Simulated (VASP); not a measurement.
Output of a VASP run:

File OSZICAR:
```
       N       E                     dE             d eps       ncg     rms          rms(c)
DAV:   1     0.105496564780E+03    0.10550E+03   -0.90012E+03   918   0.127E+03
DAV:   2    -0.276551470447E+01   -0.10826E+03   -0.10170E+03  1120   0.265E+02
DAV:   3    -0.690744944818E+01   -0.41419E+01   -0.41276E+01  1045   0.562E+01
DAV:   4    -0.694030869346E+01   -0.32859E-01   -0.32854E-01  1070   0.548E+00
DAV:   5    -0.694074695260E+01   -0.43826E-03   -0.43825E-03  1055   0.626E-01    0.969E+00
DAV:   6    -0.679379600893E+01    0.14695E+00   -0.32449E-01   975   0.843E+00    0.629E+00
DAV:   7    -0.678682688956E+01    0.69691E-02   -0.74059E-02   930   0.224E+00    0.225E+00
DAV:   8    -0.678459340468E+01    0.22335E-02   -0.38426E-03   975   0.715E-01    0.275E-01
DAV:   9    -0.678450427132E+01    0.89133E-04   -0.54058E-04  1045   0.290E-01    0.344E-02
DAV:  10    -0.678450764171E+01   -0.33704E-05   -0.10568E-05   993   0.400E-02    0.160E-02
DAV:  11    -0.678450892396E+01   -0.12823E-05   -0.19368E-06   975   0.139E-02    0.541E-03
DAV:  12    -0.678450880610E+01    0.11786E-06   -0.15983E-07   726   0.492E-03    0.294E-03
DAV:  13    -0.678450880436E+01    0.17408E-08   -0.15883E-07   480   0.306E-03
   1 F= -.67845088E+01 E0= -.67845088E+01  d E =-.419841E-12
```

OUTCAR:
```
------------------------ aborting loop because EDIFF is reached ----------------------------------------
  FORCE on cell =-STRESS in cart. coord.  units (eV):
  Direction    XX          YY          ZZ          XY          YZ          ZX
  --------------------------------------------------------------------------------------
  Total        0.5309259      0.5309259      0.5309259     -0.0000000     -0.0000000      0.0000000
  in kB       22.8465960     22.8465960     22.8465960     -0.0000000     -0.0000000      0.0000000
  external PRESSURE =      22.8465960 kB  Pullay stress =       0.0000000 kB
  volume of cell :       37.23
      direct lattice vectors                 reciprocal lattice vectors
     0.000000000  2.650315977  2.650315977    -0.188656751  0.188656751  0.188656751
     2.650315977  0.000000000  2.650315977     0.188656751 -0.188656751  0.188656751
     2.650315977  2.650315977  0.000000000     0.188656751  0.188656751 -0.188656751
  FREE ENERGIE OF THE ION-ELECTRON SYSTEM (eV)
  ---------------------------------------------------
  free  energy   TOTEN  =        -6.7845088044 eV

  energy  without entropy=       -6.7845088044  energy(sigma->0) =       -6.78450880
```
(Selected blocks of OUTCAR.)

POSCAR:
```
AgCl
1
    0.0000000000     2.6503159766     2.6503159766
    2.6503159766     0.0000000000     2.6503159766
    2.6503159766     2.6503159766     0.0000000000
Ag Cl
1 1
Direct
  0.0000000000   0.0000000000   0.0000000000
  0.5000000000   0.5000000000   0.5000000000
```

Problem. Write an INCAR and KPOINTS that could have produced this output.

Solution. One answer among several that fit: the input of the run itself, LDA (Ceperley-Alder, Perdew-Zunger), plane waves, VASP's LDA PAW potentials (set 64).

### KPOINTS
```
Automatic mesh
0
Gamma
9 9 9
0 0 0
```

**INCAR**
```
ALGO  =  Normal
EDIFF  =  1E-7
ENCUT  =  520
ISIF  =  2
ISMEAR  =  0
LASPH  =  .True.
LCHARG  =  .False.
LMAXMIX  =  4
LREAL  =  .False.
LWAVE  =  .False.
NELM  =  100
PREC  =  Accurate
SIGMA  =  0.05
SYSTEM  =  AgCl
```

POTCAR, in this order: Ag Cl (LDA.64 set). Program: vasp_std.

The compound is AgCl in the rock salt structure. This cell is one point of a volume scan, at 0.97 of the reference volume.
